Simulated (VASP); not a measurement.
Data:

```
CELL_PARAMETERS angstrom
      0.00000     3.25890     3.25890
      3.25890     0.00000     3.25890
      3.25890     3.25890     0.00000
ATOMIC_POSITIONS crystal
  Mg 0.25000 0.25000 0.25000
  Mg 0.75000 0.75000 0.75000
  Ge 0.00000 0.00000 0.00000
```

The numbers are results of PBE GGA, VASP's PBE PAW potentials (set 64) (plane waves; VASP 6.6.1), not measurements. Numerical set-up: EDIFF = 1E-3, 400 eV cut-off, 5×5×5 Γ-centred mesh, Gaussian smearing of 0.050 eV, potentials Mg Ge_d.

Q: What does the run give for the energy per atom (σ→0), pressure?

A: 
```json
{
  "energy per atom (σ→0)": "-2.757 eV/atom",
  "pressure": "-22.8 kbar"
}
```

The compound is Mg2Ge in the antifluorite structure. The cell was not relaxed at this level. The run is one of a series of settings (EDIFF = 1E-3 against the base run), some of them coarse on purpose.
